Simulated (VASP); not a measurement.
# AsP in VASP: reference runs

Aim: a first look at AsP with PBE, on the cell as given.

All numbers are computed with VASP 6.6.1; they aren't measurements. Logs are shortened: lines on timing, memory, paths and dates and some standing lists are left out, and cuts for length are marked.

**1. The sheet as given**

The cell holds a sheet with vacuum, 2 atoms: a = 3.455 Å, b = 3.455 Å, c = 26.227 Å, α = 90.00°, β = 90.00°, γ = 120.00°.

The cell was built by a generator and needn't be a form met in nature.

**2. Single point, PBE**

Input file INCAR:

```
SYSTEM = AsP
PREC = Accurate ; ENCUT = 520
EDIFF = 1E-7 ; ISMEAR = -1
SIGMA = 0.05 ; LREAL = .False.
LASPH = .True. ; NELM = 100
ALGO = Normal ; ISIF = 2
LWAVE = .False. ; LCHARG = .True.
LDIPOL = .True. ; IDIPOL = 3
DIPOL = 0.5 0.5 0.305 ; GGA = PE
LELF = .True. ; LVHAR = .True.
LVACPOTAV = .True. ; NBANDS = 12
```

Input file KPOINTS:

```
regular mesh
0
Gamma
  9 9 1
  0 0 0
```

Input file POSCAR:

```
AsP
1.0
    3.4546400000      0.0000000000      0.0000000000
   -1.7273200000      2.9918100000      0.0000000000
    0.0000000000      0.0000000000     26.2272600000
P As
1 1
Direct
    0.0000000000      0.0000000000      0.2798800000
    0.3333300000      0.6666700000      0.3301700000
```

Potentials or basis: VASP PAW PBE potentials, release 64 (P, As).

Command:

```bash
> cat potpaw_PBE.64/P/POTCAR potpaw_PBE.64/As/POTCAR > POTCAR
> mpirun -np 1 vasp_std > vasp.out
```

OUTCAR:

```text
SYSTEM = AsP
   PREC = Accurate
   ENCUT = 520
   EDIFF = 1E-7
   ISMEAR = -1
   LREAL = .False.
   LASPH = .True.
   NELM = 100
   ISIF = 2
   GGA = PE

 ion  position               nearest neighbor table
   1  0.000  0.000  0.280-   2 2.39   2 2.39   2 2.39
   2  0.333  0.667  0.330-   1 2.39   1 2.39   1 2.39

  LATTYP: Found a hexagonal cell.
 ALAT       =     3.4546400000
 C/A-ratio  =     7.5918938008

  Lattice vectors:

 A1 = (   3.4546400000,   0.0000000000,   0.0000000000)
 A2 = (  -1.7273200000,   2.9918100000,   0.0000000000)
 A3 = (   0.0000000000,   0.0000000000,  26.2272600000)

Analysis of symmetry for initial positions (statically):
=====================================================================
 Subroutine PRICEL returns:
 Original cell was already a primitive cell.

 Routine SETGRP: Setting up the symmetry group for a
 hexagonal supercell.

 Subroutine GETGRP returns: Found  2 space group operations
 (whereof  2 operations were pure point group operations)
 out of a pool of 24 trial point group operations.

The static configuration has the point symmetry C_1h.

Analysis of symmetry for dynamics (positions and initial velocities):
=====================================================================
 Subroutine PRICEL returns:
 Original cell was already a primitive cell.

 Routine SETGRP: Setting up the symmetry group for a
 hexagonal supercell.

 Subroutine GETGRP returns: Found  2 space group operations
 (whereof  2 operations were pure point group operations)
 out of a pool of 24 trial point group operations.

The dynamic configuration has the point symmetry C_1h.

 Subroutine INISYM returns: Found  2 space group operations
 (whereof  2 operations are pure point group operations),
 and found     1 'primitive' translations

----------------------------------------------------------------------------------------

                                     Primitive cell

  volume of cell :     271.0752

  direct lattice vectors                    reciprocal lattice vectors
     3.454640000  0.000000000  0.000000000     0.289465762  0.167122912  0.000000000
    -1.727320000  2.991810000  0.000000000     0.000000000  0.334245824  0.000000000
     0.000000000  0.000000000 26.227260000     0.000000000  0.000000000  0.038128268

  length of vectors
     3.454640000  3.454643463 26.227260000     0.334246160  0.334245824  0.038128268

  position of ions in fractional coordinates (direct lattice)
     0.000000000  0.000000000  0.279880000
     0.333330000  0.666670000  0.330170000

  ion indices of the primitive-cell ions
   primitive index   ion index
                 1           1
                 2           2

----------------------------------------------------------------------------------------

 KPOINTS: regular mesh

Automatic generation of k-mesh.
 Grid dimensions read from file:
 generate k-points for:    9    9    1

 Generating k-lattice:

  Cartesian coordinates                     Fractional coordinates (reciprocal lattice)
     0.032162862  0.018569212  0.000000000     0.111111111 -0.000000000  0.000000000
     0.000000000  0.037138425  0.000000000     0.000000000  0.111111111  0.000000000
     0.000000000  0.000000000  0.038128268     0.000000000  0.000000000  1.000000000

  Length of vectors
     0.037138462  0.037138425  0.038128268

  Shift w.r.t. Gamma in fractional coordinates (k-lattice)
     0.000000000  0.000000000  0.000000000

 Subroutine IBZKPT returns following result:
 ===========================================

 Found     25 irreducible k-points:

 Following reciprocal coordinates:
            Coordinates               Weight
  0.000000  0.000000  0.000000      1.000000
  0.111111  0.000000  0.000000      4.000000
 -0.111111  0.111111  0.000000      2.000000
  0.222222  0.000000  0.000000      4.000000
 -0.222222  0.222222  0.000000      2.000000
  0.333333  0.000000  0.000000      4.000000
[... 16 lines left out ...]
 -0.222222 -0.444444  0.000000      4.000000
  0.444444  0.333333  0.000000      4.000000
   k-points           NKPTS =     25   k-points in BZ     NKDIM =     25   number of bands    NBANDS=     12
   number of dos      NEDOS =    301   number of ions     NIONS =      2
   total plane-waves  NPLWV = 153664
   dimension x,y,z NGX =    28 NGY =   28 NGZ =  196
   dimension x,y,z NGXF=    56 NGYF=   56 NGZF=  392
   ions per type =               1   1
   NGX,Y,Z   is equivalent  to a cutoff of  13.47, 13.47, 12.42 a.u.
   NGXF,Y,Z  is equivalent  to a cutoff of  26.95, 26.95, 24.85 a.u.
 SYSTEM =  AsP
   PREC   = accura    normal or accurate (medium, high low for compatibility)
   ISTART =      0    job   : 0-new  1-cont  2-samecut
   ICHARG =      2    charge: 1-file 2-atom 10-const
   ISPIN  =      1    spin polarized calculation?
   LNONCOLLINEAR =      F non collinear calculations
   LSORBIT =      F    spin-orbit coupling
   LASPH  =      T    aspherical Exc in radial PAW
   ENCUT  =  520.0 eV  38.22 Ry    6.18 a.u.   6.42  6.42 48.77*2*pi/ulx,y,z
   NELM   =    100;   NELMIN=  2; NELMDL= -5     # of ELM steps
   EDIFF  = 0.1E-06   stopping-criterion for ELM
   LREAL  =      F    real-space projection
   EDIFFG = 0.1E-05   stopping-criterion for IOM
   NSW    =      0    number of steps for IOM
   IBRION =     -1    ionic relax: 0-MD 1-quasi-New 2-CG
   NFREE  =      0    steps in history (QN), initial steepest desc. (CG)
   ISIF   =      2    stress and relaxation
   ISYM   =      2    0-nonsym 1-usesym 2-fastsym
   POTIM  = 0.5000    time-step for ionic-motion
   TEBEG  =    0.0;   TEEND  =   0.0 temperature during run
   PSTRESS=    0.0 pullay stress
   NELECT =      10.0000    total number of electrons
   NUPDOWN=      -1.0000    fix difference up-down
   EMIN   =  10.00;   EMAX   =-10.00  energy-range for DOS
   EFERMI =   0.00;   METHOD = LEGACY
   ISMEAR =    -1;   SIGMA  =   0.05  broadening in eV -4-tet -1-fermi 0-gaus
   EFERMI_NEDOS =   21; number of points for ismear=-14 and -15
   IALGO  =     38    algorithm
   IMIX   =      4    mixing-type and parameters
     AMIX     =   0.40;   BMIX     =  1.00
     AMIX_MAG =   1.60;   BMIX_MAG =  1.00
  volume/ion in A,a.u.               =     135.54       914.65
  Fermi-wavevector in a.u.,A,eV,Ry     =   0.544977  1.029857  4.040931  0.297000
  Thomas-Fermi vector in A             =   1.574139
   LORBIT       =      0    0 simple, 1 ext, 2 COOP (PROOUT), +10 PAW based schemes
   GGA     = PE    functional components
   LHFCALC =     F    Hartree Fock is set to
   AEXX    =    0.0000 exact exchange contribution
   IVDW    =     0    specifies the selected vdW correction
   LEPSILON=     F    determine dielectric tensor
   LRPA    =     F    only Hartree local field effects (RPA)
 non-spin polarized calculation
  energy-cutoff  :      520.00
  volume of cell :      271.08
 maximum number of plane-waves:      7361
 NGX is ok and might be reduce to    28
   NGX = 13   NGY = 13   NGZ = 97

 dipolmoment           0.000000      0.000000      0.000015 electrons x Angstroem

 number of electron      10.0000000 magnetization

 dipolmoment           0.000000      0.000000     -0.027311 electrons x Angstroem

 Free energy of the ion-electron system (eV)
  ---------------------------------------------------
  ext. energy  EPLUGINS =         0.00000000
  ---------------------------------------------------
  free energy    TOTEN  =        -9.93845061 eV

  energy without entropy =       -9.93845061  energy(sigma->0) =       -9.93845061

 E-fermi :  -3.3185     XC(G=0):  -1.9965

 val. band max:       -4.2214197863   @ k =   0.0000   0.0000   0.0000
 cond. band min:      -2.3734109679   @ k =   0.3333   0.0000   0.0000
 fundamental gap:      1.8480088184
 Fermi energy:        -3.3185165456

 k-point     1 :       0.0000    0.0000    0.0000
  band No.  band energies     occupation
      1     -17.8612      2.00000
      2     -10.8449      2.00000
      3      -4.6149      2.00000
      4      -4.2216      2.00000
      5      -4.2214      2.00000
      6      -1.4799      0.00000
      7      -0.4491      0.00000
      8      -0.4490      0.00000
      9       0.8517      0.00000
     10       1.3959      0.00000
     11       1.6909      0.00000
     12       2.1039      0.00000

 k-point     2 :       0.1111    0.0000    0.0000
  band No.  band energies     occupation
      1     -17.6821      2.00000
      2     -10.7811      2.00000
      3      -5.5755      2.00000
      4      -4.5895      2.00000
      5      -4.5248      2.00000
      6      -1.1813      0.00000
      7      -0.0409      0.00000
      8      -0.0375      0.00000
      9       1.1063      0.00000
     10       1.5953      0.00000
     11       1.8893      0.00000
     12       2.3134      0.00000

 k-point     3 :      -0.1111    0.1111    0.0000
  band No.  band energies     occupation
      1     -17.6821      2.00000
      2     -10.7811      2.00000
      3      -5.5756      2.00000
      4      -4.5894      2.00000
      5      -4.5248      2.00000
      6      -1.1813      0.00000
      7      -0.0410      0.00000
      8      -0.0375      0.00000
      9       1.1063      0.00000
     10       1.5953      0.00000
     11       1.8893      0.00000
     12       2.3134      0.00000
[... 286 lines left out ...]
 k-point    23 :      -0.2222   -0.4444    0.0000
  band No.  band energies     occupation
      1     -14.8660      2.00000
      2     -12.9751      2.00000
      3      -8.4335      2.00000
      4      -6.7482      2.00000
      5      -5.4210      2.00000
      6      -1.5868      0.00000
      7       0.0927      0.00000
      8       0.8988      0.00000
      9       3.3022      0.00000
     10       4.5377      0.00000
     11       4.8127      0.00000
     12       5.2298      0.00000

 k-point    24 :       0.4444    0.3333    0.0000
  band No.  band energies     occupation
      1     -14.8659      2.00000
      2     -12.9751      2.00000
      3      -8.4335      2.00000
      4      -6.7481      2.00000
      5      -5.4210      2.00000
      6      -1.5868      0.00000
      7       0.0926      0.00000
      8       0.8988      0.00000
      9       3.3022      0.00000
     10       4.5377      0.00000
     11       4.8127      0.00000
     12       5.2298      0.00000

 [... further k-points ...]

------------------------ aborting loop because EDIFF is reached ----------------------------------------

 vacuum level on the upper side and lower side of the slab       (xc-potential included)        -0.264         0.065

  FORCE on cell =-STRESS in cart. coord.  units (eV):
  Direction    XX          YY          ZZ          XY          YZ          ZX
  --------------------------------------------------------------------------------------
  -------------------------------------------------------------------------------------
  Total        0.0187196      0.0186440      0.0201424     -0.0000655     -0.0001167      0.0002021
  in kB        0.1106412      0.1101944      0.1190509     -0.0003872     -0.0006898      0.0011947
  external PRESSURE =       0.1132955 kB  Pullay stress =       0.0000000 kB

 VOLUME and BASIS-vectors are now :
 -----------------------------------------------------------------------------
  energy-cutoff  :      520.00
  volume of cell :      271.08
      direct lattice vectors                 reciprocal lattice vectors
     3.454640000  0.000000000  0.000000000     0.289465762  0.167122912  0.000000000
    -1.727320000  2.991810000  0.000000000     0.000000000  0.334245824  0.000000000
     0.000000000  0.000000000 26.227260000     0.000000000  0.000000000  0.038128268

 POSITION                                       TOTAL-FORCE (eV/Angst)
 -----------------------------------------------------------------------------------
      0.00000      0.00000      7.34049        -0.000153      0.000088     -0.018566
     -0.00002      1.99455      8.65945         0.000153     -0.000088      0.018566
 -----------------------------------------------------------------------------------
    total drift:                                0.000002      0.000002     -0.000019

  FREE ENERGIE OF THE ION-ELECTRON SYSTEM (eV)
  ---------------------------------------------------
  free  energy   TOTEN  =        -9.9384506100 eV

  energy  without entropy=       -9.9384506081  energy(sigma->0) =       -9.93845061

 vacuum level on the upper side and lower side of the slab         1.343         1.821
```

It took 95 s on 1 thread of Intel Xeon Platinum 8488C (Sapphire Rapids), shared host; peak memory 0.42 GiB.

What came out:

- Free energy: -9.9385 eV
- Largest force: 0.019 eV/Å
- Band gap on the k mesh: 1.85 eV, indirect (least direct gap 2.32 eV)
- Ionisation potential of the upper face: 5.56 eV

Forces on the atoms (eV/Å):
```
P    0.000  0.000 -0.019
As   0.000  0.000  0.019
```
